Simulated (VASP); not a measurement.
These are r2SCAN meta-GGA, VASP's PBE PAW potentials (set 64) (plane waves; VASP) values and carry that method's errors.

VASP input:

File KPOINTS:
```
Automatic mesh
0
Gamma
9 9 9
0 0 0
```

INCAR:
```
ALGO  =  Normal
EDIFF  =  1E-7
ENCUT  =  520
ISIF  =  2
ISMEAR  =  1
LASPH  =  T
LCHARG  =  F
LMAXMIX  =  4
LMIXTAU  =  T
LREAL  =  F
LWAVE  =  F
METAGGA  =  R2SCAN
NELM  =  100
PREC  =  Accurate
SIGMA  =  0.1
SYSTEM  =  Ni3Si
```

**POSCAR**
```
Ni3Si
3.4311330
  0.9999998578   0.0000000000   0.0000000000
  0.0000000000   0.9999998578   0.0000000000
  0.0000000000   0.0000000000   0.9999998578
Si Ni
1 3
Cart
  0.0000000000   0.0000000000   0.0000000000
  0.0000000000   0.4999999289   0.4999999289
  0.4999999289   0.0000000000   0.4999999289
  0.4999999289   0.4999999289   0.0000000000
```

POTCAR, in this order: Si Ni (PBE.64 set). Program: vasp_std.

The resulting files:

**OSZICAR**
```
       N       E                     dE             d eps       ncg     rms          rms(c)
DAV:   1     0.183115019367E+03    0.18312E+03   -0.16456E+04  1470   0.228E+03
DAV:   2    -0.418764462557E+02   -0.22499E+03   -0.21704E+03  1470   0.388E+02
DAV:   3    -0.537380451745E+02   -0.11862E+02   -0.11489E+02  1565   0.121E+02
DAV:   4    -0.539850320711E+02   -0.24699E+00   -0.24508E+00  1733   0.153E+01
DAV:   5    -0.539935543257E+02   -0.85223E-02   -0.85216E-02  1750   0.275E+00    0.215E+01
DAV:   6    -0.500614077613E+02    0.39321E+01   -0.63506E+01  1676   0.138E+02    0.179E+01
DAV:   7    -0.463585781732E+02    0.37028E+01   -0.16616E+01  1608   0.715E+01    0.508E+00
DAV:   8    -0.463974917219E+02   -0.38914E-01   -0.70701E-01  1679   0.773E+00    0.263E+00
DAV:   9    -0.463341036688E+02    0.63388E-01   -0.23561E-01  1674   0.837E+00    0.382E-01
DAV:  10    -0.463417011753E+02   -0.75975E-02   -0.14838E-02  1691   0.125E+00    0.161E-01
DAV:  11    -0.463424621595E+02   -0.76098E-03   -0.39767E-03  1698   0.596E-01    0.962E-02
DAV:  12    -0.463431577672E+02   -0.69561E-03   -0.98609E-04  1772   0.372E-01    0.383E-02
DAV:  13    -0.463431649535E+02   -0.71863E-05   -0.13265E-04  1641   0.125E-01    0.126E-02
DAV:  14    -0.463431880426E+02   -0.23089E-04   -0.76568E-05  1580   0.833E-02    0.813E-03
DAV:  15    -0.463431970722E+02   -0.90297E-05   -0.15764E-05  1696   0.605E-02    0.607E-03
DAV:  16    -0.463432017938E+02   -0.47216E-05   -0.10218E-05  1646   0.470E-02    0.145E-03
DAV:  17    -0.463432019321E+02   -0.13831E-06   -0.56735E-07  1565   0.110E-02    0.127E-03
DAV:  18    -0.463432020956E+02   -0.16348E-06   -0.90451E-08   870   0.503E-03    0.302E-04
DAV:  19    -0.463432021297E+02   -0.34029E-07   -0.21547E-08   850   0.217E-03
   1 F= -.46343202E+02 E0= -.46343080E+02  d E =-.366855E-03
```

### OUTCAR
```
------------------------ aborting loop because EDIFF is reached ----------------------------------------
  FORCE on cell =-STRESS in cart. coord.  units (eV):
  Direction    XX          YY          ZZ          XY          YZ          ZX
  --------------------------------------------------------------------------------------
  Total        1.9519870      1.9519870      1.9519870     -0.0000000      0.0000000     -0.0000000
  in kB       77.4238969     77.4238969     77.4238969     -0.0000000      0.0000000     -0.0000000
  external PRESSURE =      77.4238969 kB  Pullay stress =       0.0000000 kB
  volume of cell :       40.39
      direct lattice vectors                 reciprocal lattice vectors
     3.431132512  0.000000000  0.000000000     0.291448959  0.000000000  0.000000000
     0.000000000  3.431132512  0.000000000     0.000000000  0.291448959  0.000000000
     0.000000000  0.000000000  3.431132512     0.000000000  0.000000000  0.291448959
 POSITION                                       TOTAL-FORCE (eV/Angst)
 -----------------------------------------------------------------------------------
      0.00000      0.00000      0.00000         0.000000      0.000000      0.000000
      0.00000      1.71557      1.71557         0.000000      0.000000      0.000000
      1.71557      0.00000      1.71557         0.000000      0.000000      0.000000
      1.71557      1.71557      0.00000         0.000000      0.000000      0.000000
 -----------------------------------------------------------------------------------
    total drift:                                0.000000      0.000000      0.000000
  FREE ENERGIE OF THE ION-ELECTRON SYSTEM (eV)
  ---------------------------------------------------
  free  energy   TOTEN  =       -46.3432021297 eV

  energy  without entropy=      -46.3428352746  energy(sigma->0) =      -46.34307984
```
(Selected blocks of OUTCAR.)

The compound is Ni3Si in the L1_2 structure. This cell is one point of a volume scan, at 0.97 of the reference volume. The run is not spin-polarised, so no magnetic state was tried.
